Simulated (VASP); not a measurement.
Here is the system:

```xyz
2
Lattice="0.0000 2.1475 2.1475 2.1475 0.0000 2.1475 2.1475 2.1475 0.0000" Properties=species:S:1:pos:R:3 pbc="T T T"
Ti     0.0000     0.0000     0.0000
C      2.1475     2.1475     2.1475
```

The numbers are results of PBEsol GGA, VASP's PBE PAW potentials (set 64) (plane waves; VASP 6.6.1), not measurements. Numerical set-up: 620 eV cut-off, 15×15×15 Γ-centred mesh, first-order Methfessel-Paxton smearing of 0.10 eV, potentials Ti_sv C.

**Question.** The ions, cell shape and volume at an external pressure of 5.0 GPa are relaxed. Predict the relaxed structure.

**Answer.** 
```xyz
2
Lattice="0.0000 2.1341 2.1341 2.1341 0.0000 2.1341 2.1341 2.1341 0.0000" Properties=species:S:1:pos:R:3 pbc="T T T"
Ti     0.0000     0.0000     0.0000
C      2.1341     2.1341     2.1341
```
Space group Fm-3m (225), at a tolerance of 0.03 Å.

**Question.** How do energy and volume change from the first to the last step?

**Answer.** The energy (σ→0) changes by +2.7 meV/atom and the volume by -1.9 %, in 3 ionic steps.

The compound is TiC in the rock salt structure. This run relaxes it under an external pressure of 5 GPa. Symmetry was kept, so distortions that lower it aren't found.
